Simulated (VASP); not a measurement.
Here is the system:

```yaml
crystal:
  lattice:
    - [4.10365, 0.00000, 0.00000]
    - [-2.05182, 3.55387, 0.00000]
    - [0.00000, 0.00000, 22.92700]
  atoms:
    - { symbol: Bi, position: [0.33333, 0.66667, 0.41620] }
    - { symbol: Bi, position: [0.00000, 0.00000, 0.58380] }
    - { symbol: Se, position: [0.00000, 0.00000, 0.34773] }
    - { symbol: Se, position: [0.66667, 0.33333, 0.50000] }
    - { symbol: Se, position: [0.33333, 0.66667, 0.65227] }
```

The numbers are results of PBEsol GGA, VASP's PBE PAW potentials (set 64) (plane waves; VASP 6.6.1), not measurements. Run with 400 eV cut-off, Gaussian smearing of 0.050 eV, potentials Bi_d Se.

The cell holds a wide vacuum, so values per volume refer to the whole cell. Unless said otherwise, spin-orbit coupling is left out, though it shifts the bands of the heavy elements here.

Problem. Give the energies of bands 16 to 27 at the high-symmetry points, in eV from the valence-band maximum.

Solution. 
| band | Γ | M | K |
|---|---|---|---|
| 16 | -1.79 | -4.81 | -4.44 |
| 17 | -1.31 | -3.32 | -3.88 |
| 18 | -1.31 | -3.18 | -3.88 |
| 19 | -1.04 | -2.85 | -3.35 |
| 20 | -1.04 | -2.15 | -2.36 |
| 21 | -0.76 | -1.84 | -2.36 |
| 22 | -0.66 | -1.09 | -1.37 |
| 23 | -0.66 | -0.83 | -0.41 |
| 24 | -0.38 | -0.60 | -0.41 |
| 25 | 0.85 | 1.67 | 2.29 |
| 26 | 2.16 | 2.84 | 3.12 |
| 27 | 2.16 | 2.86 | 3.12 |

The gap is indirect, 0.85 eV, from the valence maximum at Γ-M at 0.41 to the conduction minimum at Γ.

The cell is a sheet with vacuum, built from a generated structure.
